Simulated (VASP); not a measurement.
An input for Ansatz (written as the equivalent of a VASP run, and not itself run):

Ansatz 0.2 input:
```yaml
crystal:
  lattice:
    - [3.2336870, -2.3631320, 0.0000000]
    - [3.2336870, 2.3631320, 0.0000000]
    - [-1.1737100, 0.0000000, 6.9838620]
  atoms:
    - { symbol: V, position: [0.0000000, 0.5000000, 0.0000000], spin: 2 }
    - { symbol: V, position: [0.5000000, 0.0000000, 0.5000000], spin: 2 }
    - { symbol: As, position: [0.5816000, 0.4184000, 0.2500000] }
    - { symbol: As, position: [0.4184000, 0.5816000, 0.7500000] }
kpoints:
  mp_grid: { grid: [5, 5, 3] }
hamiltonian:
  xc: pbe
  pseudopotentials: { kind: paw }
  hubbard:
    sites:
      - { species: V, l: d, u_eff: 3 }
magnetization: { spin_polarized: true }
scf:
  occupations: { method: gaussian, width: 0.05 }
  max_iter: 100
output: { forces: true, stress: true, eigenvalues: true }
```

Question: Write the VASP files for the same calculation (PBE+U).

Answer: This is not unique; one that fits is 
### KPOINTS
```
Regular mesh
0
Gamma
 5 5 3
0 0 0
```

### INCAR
```
ALGO  =  Normal
EDIFF  =  1E-6
ENCUT  =  400
GGA  =  PE
ISIF  =  2
ISMEAR  =  0
ISPIN  =  2
LASPH  =  T
LCHARG  =  F
LDAU  =  T
LDAUJ  =  0 0
LDAUL  =  2 -1
LDAUPRINT  =  1
LDAUTYPE  =  2
LDAUU  =  3.0 0
LMAXMIX  =  4
LORBIT  =  10
LREAL  =  F
LWAVE  =  F
MAGMOM  =  2*2.0 2*0.0
NELM  =  100
PREC  =  Accurate
SIGMA  =  0.05
SYSTEM  =  VAs
```

**POSCAR**
```
VAs
1
    3.2336870000    -2.3631320000     0.0000000000
    3.2336870000     2.3631320000     0.0000000000
   -1.1737100000     0.0000000000     6.9838620000
V As
2 2
Direct
  0.0000000000   0.5000000000   0.0000000000
  0.5000000000   0.0000000000   0.5000000000
  0.5816000000   0.4184000000   0.2500000000
  0.4184000000   0.5816000000   0.7500000000
```

POTCAR, in this order: V_sv As (PBE.64 set). Program: vasp_std.

What does not carry over: each code has its own PAW files, so the cut-off isn't converted (ENCUT is set for VASP's; basis.ecutwfc is left out, and Ansatz then takes the one that its files recommend); Ansatz stops its SCF on the density residual and VASP on the energy change (EDIFF); the +U projectors differ, so the same U acts differently.

The structure was generated: VAs was put into the tenorite type (C2/c), which need not be its known phase. The cell was not relaxed at this level. The k-mesh is coarse (spacing up to 0.33 per Å, 2π included), so the numbers may not be converged in it. The run is one of a series of settings (LDAU = .TRUE., LDAUJ = 0 0, LDAUL = 2 -1, LDAUTYPE = 2, LDAUU = 3.0 0 against the base run), some of them coarse on purpose.
